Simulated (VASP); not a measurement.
Output of a VASP run:

### OSZICAR
```
       N       E                     dE             d eps       ncg     rms          rms(c)
DAV:   1     0.123374894901E+03    0.12337E+03   -0.11029E+04  5350   0.200E+03
DAV:   2    -0.536889461351E+01   -0.12874E+03   -0.12280E+03  5187   0.323E+02
DAV:   3    -0.953940699703E+01   -0.41705E+01   -0.40978E+01  6335   0.682E+01
DAV:   4    -0.958222919214E+01   -0.42822E-01   -0.42815E-01  5674   0.594E+00
DAV:   5    -0.958349556758E+01   -0.12664E-02   -0.12664E-02  7560   0.113E+00    0.132E+01
DAV:   6    -0.899680083239E+01    0.58669E+00   -0.11305E+01  5179   0.101E+02    0.604E+00
DAV:   7    -0.842175214137E+01    0.57505E+00   -0.39863E+00  6281   0.105E+02    0.609E+00
DAV:   8    -0.837152737718E+01    0.50225E-01   -0.26939E-01  7234   0.125E+01    0.304E+00
DAV:   9    -0.836027288119E+01    0.11254E-01   -0.52871E-02  7631   0.683E+00    0.235E-01
DAV:  10    -0.835934589804E+01    0.92698E-03   -0.73444E-03  7617   0.209E+00    0.760E-02
DAV:  11    -0.835935872573E+01   -0.12828E-04   -0.21230E-04  7396   0.395E-01    0.318E-02
DAV:  12    -0.835935162270E+01    0.71030E-05   -0.24500E-05  7337   0.145E-01    0.368E-03
DAV:  13    -0.835935134969E+01    0.27301E-06   -0.11013E-06  7807   0.288E-02    0.333E-03
DAV:  14    -0.835935136207E+01   -0.12385E-07   -0.25841E-07  3915   0.177E-02
   1 F= -.80086443E+01 E0= -.80086715E+01  d E =-.800864E+01
```

**OUTCAR**
```
------------------------ aborting loop because EDIFF is reached ----------------------------------------
  FORCE on cell =-STRESS in cart. coord.  units (eV):
  Direction    XX          YY          ZZ          XY          YZ          ZX
  --------------------------------------------------------------------------------------
  Total        0.3506981      0.3506981      0.3422415      0.0000000      0.0000000      0.0000000
  in kB       19.9994903     19.9994903     19.5172259      0.0000000      0.0000000      0.0000000
  external PRESSURE =      -0.1612645 kB  Pullay stress =      20.0000000 kB
  volume of cell :       28.09
      direct lattice vectors                 reciprocal lattice vectors
     2.828032062  0.000000000  0.000000000     0.353602780  0.000000000  0.000000000
     0.000000000  2.828032062  0.000000000     0.000000000  0.353602780  0.000000000
     0.000000000  0.000000000  3.512824464     0.000000000  0.000000000  0.284671213
 POSITION                                       TOTAL-FORCE (eV/Angst)
 -----------------------------------------------------------------------------------
      0.00000      0.00000      0.00000         0.000000      0.000000      0.000000
      1.41402      1.41402      1.75641         0.000000      0.000000      0.000000
 -----------------------------------------------------------------------------------
    total drift:                               -0.000000      0.000000      0.000000
  FREE ENERGIE OF THE ION-ELECTRON SYSTEM (eV)
  ---------------------------------------------------
  free  energy   TOTEN  =        -8.3593513621 eV

  energy  without entropy=       -8.3594328749  energy(sigma->0) =       -8.35937853
  enthalpy is  TOTEN    =        -8.0086442933 eV   P V=        0.3507070687

 reached required accuracy - stopping structural energy minimisation
```
(Selected blocks of OUTCAR.)

File POSCAR:
```
CuAu
1
    2.8280320617     0.0000000000     0.0000000000
    0.0000000000     2.8280320617    -0.0000000000
   -0.0000000000    -0.0000000000     3.5128244638
Cu Au
1 1
Direct
  0.0000000000   0.0000000000   1.0000000000
  0.5000000000   0.5000000000   0.5000000000
```

Problem. Reconstruct the remaining input files.

Solution. One answer among several that fit: the input of the run itself, PBEsol GGA, plane waves, VASP's PBE PAW potentials (set 64).

**KPOINTS**
```
K-points
0
Gamma
  12 12 10
```

### INCAR
```
ALGO = Normal
EDIFF = 1E-7
EDIFFG = -0.01
ENCUT = 480
GGA = PS
IBRION = 2
ISIF = 3
ISMEAR = 1
LASPH = .True.
LCHARG = .False.
LMAXMIX = 6
LREAL = .False.
LWAVE = .False.
NELM = 100
NSW = 40
PREC = Accurate
PSTRESS = 20
SIGMA = 0.1
SYSTEM = CuAu
```

POTCAR, in this order: Cu Au (PBE.64 set). Program: vasp_std.

The compound is CuAu in the L1_0 structure. It was relaxed first under an external pressure of 2 GPa.
